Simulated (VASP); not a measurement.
# Nb2SbN (P-3m1) in VASP: single point with PBE

Aim: the single point of Nb2SbN with PBE.

Everything below comes from runs of VASP 6.6.1. Logs are shortened: lines on timing, memory, paths and dates and some standing lists are left out, and cuts for length are marked.

**1. The cell of the first run**

It takes space group P-3m1 (No. 164, trigonal). The conventional cell has a = 3.251 Å, b = 3.251 Å, c = 6.934 Å, α = 90.00°, β = 90.00°, γ = 120.00°. Around Nb (site symmetry 3m) lie 3 N at 2.19 Å. Around Sb (site symmetry -3m) lie 6 Nb at 3.01 Å and 6 Sb at 3.25 Å. N (site symmetry -3m) is surrounded by 6 Nb at 2.19 Å.

The cell was built by a generator and needn't be a form met in nature.

**2. Single point, PBE (species swapped into the MnNiSb2 type (P-3m1, No. 164))**

Input file INCAR:

```
SYSTEM = Nb2SbN
PREC     = Accurate       ! precision mode
ENCUT    = 520            ! plane-wave cutoff, eV
EDIFF    = 1E-6           ! SCF threshold, eV
ISMEAR   = 0              ! smearing method
SIGMA    = 0.1            ! smearing width, eV
LREAL    = .FALSE.        ! projectors in reciprocal space
LASPH    = .TRUE.         ! aspherical terms in the spheres
NELM     = 100            ! most SCF steps
ALGO     = Fast           ! electronic algorithm
ISIF     = 2              ! what is computed and relaxed
LWAVE    = .FALSE.        ! write WAVECAR
LCHARG   = .TRUE.         ! write CHGCAR
GGA      = PE             ! functional
LELF     = .TRUE.         ! ELF
LVHAR    = .TRUE.       
NBANDS   = 26             ! bands
```

Input file KPOINTS:

```
regular mesh
0
G
  18 18 8
  0 0 0
```

Input file POSCAR:

```
Nb2SbN
1.0
    3.2507310937      0.0000000000      0.0000000000
   -1.6253655469      2.8152157080      0.0000000000
    0.0000000000      0.0000000000      6.9341805993
Nb Sb N
2 1 1
Direct
    0.3333333333      0.6666666667      0.3385744838
    0.6666666667      0.3333333333      0.6614255162
    0.0000000000      0.0000000000      0.0000000000
    0.0000000000      0.0000000000      0.5000000000
```

Potentials or basis: VASP PAW PBE potentials, release 64 (Nb_sv, Sb, N).

Run with:

```sh
$ cat potpaw_PBE.64/Nb_sv/POTCAR potpaw_PBE.64/Sb/POTCAR potpaw_PBE.64/N/POTCAR > POTCAR
$ mpirun -np 1 vasp_std > vasp.out
```

OUTCAR:

```text
SYSTEM = Nb2SbN
   PREC = Accurate
   ENCUT = 520
   EDIFF = 1E-6
   ISMEAR = 0
   LREAL = .FALSE.
   LASPH = .TRUE.
   NELM = 100
   ISIF = 2
   GGA = PE

 ion  position               nearest neighbor table
   1  0.333  0.667  0.339-   4 2.19   4 2.19   4 2.19   2 2.92   2 2.92   2 2.92   3 3.01   3 3.01
                             3 3.01
   2  0.667  0.333  0.661-   4 2.19   4 2.19   4 2.19   1 2.92   1 2.92   1 2.92   3 3.01   3 3.01
                             3 3.01
   3  0.000  0.000  0.000-   1 3.01   2 3.01   2 3.01   1 3.01   2 3.01   1 3.01
   4  0.000  0.000  0.500-   1 2.19   2 2.19   2 2.19   1 2.19   2 2.19   1 2.19

  LATTYP: Found a hexagonal cell.
 ALAT       =     3.2507310937
 C/A-ratio  =     2.1331141824

  Lattice vectors:

 A1 = (   3.2507310937,   0.0000000000,   0.0000000000)
 A2 = (  -1.6253655469,   2.8152157080,   0.0000000000)
 A3 = (   0.0000000000,   0.0000000000,   6.9341805993)

Analysis of symmetry for initial positions (statically):
=====================================================================
 Subroutine PRICEL returns:
 Original cell was already a primitive cell.

 Routine SETGRP: Setting up the symmetry group for a
 hexagonal supercell.

 Subroutine GETGRP returns: Found 12 space group operations
 (whereof 12 operations were pure point group operations)
 out of a pool of 24 trial point group operations.

The static configuration has the point symmetry D_3d.

Analysis of symmetry for dynamics (positions and initial velocities):
=====================================================================
 Subroutine PRICEL returns:
 Original cell was already a primitive cell.

 Routine SETGRP: Setting up the symmetry group for a
 hexagonal supercell.

 Subroutine GETGRP returns: Found 12 space group operations
 (whereof 12 operations were pure point group operations)
 out of a pool of 24 trial point group operations.

The dynamic configuration has the point symmetry D_3d.

 Subroutine INISYM returns: Found 12 space group operations
 (whereof 12 operations are pure point group operations),
 and found     1 'primitive' translations

----------------------------------------------------------------------------------------

                                     Primitive cell

  volume of cell :      63.4582

  direct lattice vectors                    reciprocal lattice vectors
     3.250731094  0.000000000  0.000000000     0.307623107  0.177606284  0.000000000
[... 91 lines left out ...]
   LREAL  =      F    real-space projection
   EDIFFG = 0.1E-04   stopping-criterion for IOM
   NSW    =      0    number of steps for IOM
   IBRION =     -1    ionic relax: 0-MD 1-quasi-New 2-CG
   NFREE  =      0    steps in history (QN), initial steepest desc. (CG)
   ISIF   =      2    stress and relaxation
   ISYM   =      2    0-nonsym 1-usesym 2-fastsym
   POTIM  = 0.5000    time-step for ionic-motion
   TEBEG  =    0.0;   TEEND  =   0.0 temperature during run
   PSTRESS=    0.0 pullay stress
   NELECT =      36.0000    total number of electrons
   NUPDOWN=      -1.0000    fix difference up-down
   EMIN   =  10.00;   EMAX   =-10.00  energy-range for DOS
   EFERMI =   0.00;   METHOD = LEGACY
   ISMEAR =     0;   SIGMA  =   0.10  broadening in eV -4-tet -1-fermi 0-gaus
   EFERMI_NEDOS =   21; number of points for ismear=-14 and -15
   IALGO  =     68    algorithm
   IMIX   =      4    mixing-type and parameters
     AMIX     =   0.40;   BMIX     =  1.00
     AMIX_MAG =   1.60;   BMIX_MAG =  1.00
  volume/ion in A,a.u.               =      15.86       107.06
  Fermi-wavevector in a.u.,A,eV,Ry     =   1.355230  2.561014 24.989122  1.836649
  Thomas-Fermi vector in A             =   2.482335
   LORBIT       =      0    0 simple, 1 ext, 2 COOP (PROOUT), +10 PAW based schemes
   GGA     = PE    functional components
   LHFCALC =     F    Hartree Fock is set to
   AEXX    =    0.0000 exact exchange contribution
   IVDW    =     0    specifies the selected vdW correction
   LEPSILON=     F    determine dielectric tensor
   LRPA    =     F    only Hartree local field effects (RPA)
 non-spin polarized calculation
 RMM-DIIS sequential band-by-band and
 Gauss-broadening in eV      SIGMA  =   0.10
  energy-cutoff  :      520.00
  volume of cell :       63.46
 maximum number of plane-waves:      1746
   NGX = 13   NGY = 13   NGZ = 25

 number of electron      36.0000008 magnetization

 Free energy of the ion-electron system (eV)
  ---------------------------------------------------
  ext. energy  EPLUGINS =         0.00000000
  ---------------------------------------------------
  free energy    TOTEN  =       -35.03818896 eV

  energy without entropy =      -35.02962986  energy(sigma->0) =      -35.03390941

 E-fermi :  11.7140     XC(G=0): -12.1251

 val. band max:       11.7006948352   @ k =   0.0000   0.3333   0.3750
 cond. band min:      11.7356464669   @ k =   0.4444   0.0556   0.0000
 fundamental gap:      0.0349516317
 Fermi energy:        11.7139912050

 k-point     1 :       0.0000    0.0000    0.0000
  band No.  band energies     occupation
      1     -43.8281      2.00000
      2     -43.6923      2.00000
      3     -20.2961      2.00000
      4     -19.7239      2.00000
      5     -19.7239      2.00000
      6     -19.6012      2.00000
[... 685 lines left out ...]
     25      16.2497      0.00000
     26      16.8088      0.00000

 [... further k-points ...]

------------------------ aborting loop because EDIFF is reached ----------------------------------------

  FORCE on cell =-STRESS in cart. coord.  units (eV):
  Direction    XX          YY          ZZ          XY          YZ          ZX
  --------------------------------------------------------------------------------------
  -------------------------------------------------------------------------------------
  Total       -0.1195401     -0.1195401     -0.1193182      0.0000000      0.0000000      0.0000000
  in kB       -3.0181178     -3.0181178     -3.0125169      0.0000000      0.0000000      0.0000000
  external PRESSURE =      -3.0162509 kB  Pullay stress =       0.0000000 kB

 VOLUME and BASIS-vectors are now :
 -----------------------------------------------------------------------------
  energy-cutoff  :      520.00
  volume of cell :       63.46
      direct lattice vectors                 reciprocal lattice vectors
     3.250731094  0.000000000  0.000000000     0.307623107  0.177606284  0.000000000
    -1.625365547  2.815215708  0.000000000     0.000000000  0.355212568  0.000000000
     0.000000000  0.000000000  6.934180599     0.000000000  0.000000000  0.144213146

 POSITION                                       TOTAL-FORCE (eV/Angst)
 -----------------------------------------------------------------------------------
     -0.00000      1.87681      2.34774        -0.000000     -0.000000      0.014202
      1.62537      0.93841      4.58644         0.000000      0.000000     -0.014202
      0.00000      0.00000      0.00000         0.000000      0.000000      0.000000
      0.00000      0.00000      3.46709         0.000000      0.000000      0.000000
 -----------------------------------------------------------------------------------
    total drift:                                0.000000     -0.000000     -0.000000

  FREE ENERGIE OF THE ION-ELECTRON SYSTEM (eV)
  ---------------------------------------------------
  free  energy   TOTEN  =       -35.0381889603 eV

  energy  without entropy=      -35.0296298629  energy(sigma->0) =      -35.03390941
```

stdout:

```text
POSCAR found type information on POSCAR NbSbN
 POSCAR found :  3 types and       4 ions
 scaLAPACK will be used
 LDA part: xc-table for (Slater+PW92), standard interpolation
 POSCAR, INCAR and KPOINTS ok, starting setup
 FFT: planning ... GRIDC
 FFT: planning ... GRID_SOFT
 FFT: planning ... GRID
 WAVECAR not read
 entering main loop
WARNING in EDDRMM: call to ZHEGV failed, returncode =   8  4     20
WARNING in EDDRMM: call to ZHEGV failed, returncode =   6  3     14
WARNING in EDDRMM: call to ZHEGV failed, returncode =   8  4      9
WARNING in EDDRMM: call to ZHEGV failed, returncode =   8  4     12
WARNING in EDDRMM: call to ZHEGV failed, returncode =   8  4     14
WARNING in EDDRMM: call to ZHEGV failed, returncode =   6  3     11
WARNING in EDDRMM: call to ZHEGV failed, returncode =   6  3     25
WARNING in EDDRMM: call to ZHEGV failed, returncode =   6  3     14
WARNING in EDDRMM: call to ZHEGV failed, returncode =   6  3     14
WARNING in EDDRMM: call to ZHEGV failed, returncode =   6  3     22
[... 24 lines left out ...]
WARNING in EDDRMM: call to ZHEGV failed, returncode =   6  3     16
WARNING in EDDRMM: call to ZHEGV failed, returncode =   8  4     13
WARNING in EDDRMM: call to ZHEGV failed, returncode =   8  4     11
WARNING in EDDRMM: call to ZHEGV failed, returncode =   8  4     11
WARNING in EDDRMM: call to ZHEGV failed, returncode =   6  3     18
WARNING in EDDRMM: call to ZHEGV failed, returncode =   6  3     18
WARNING in EDDRMM: call to ZHEGV failed, returncode =   6  3     19
WARNING in EDDRMM: call to ZHEGV failed, returncode =   8  4     18
WARNING in EDDRMM: call to ZHEGV failed, returncode =   6  3     18
WARNING in EDDRMM: call to ZHEGV failed, returncode =   6  3     19
```

Run time: 12 min. Hardware: 1 thread of AMD EPYC 9R45 (Zen 5), shared host; peak memory 0.48 GiB.

What came out:

| Item | Value |
| --- | --- |
| Free energy | -35.0382 eV |
| Pressure | -0.3 GPa |
| Largest force | 0.014 eV/Å |
| Band gap on the k mesh | none (metal or under the smearing width) |

Forces on the atoms (eV/Å):
```
Nb   0.000  0.000  0.014
Nb   0.000  0.000 -0.014
Sb   0.000  0.000  0.000
N    0.000  0.000  0.000
```

The run has no spin-orbit coupling, so splittings on Sb are missing.
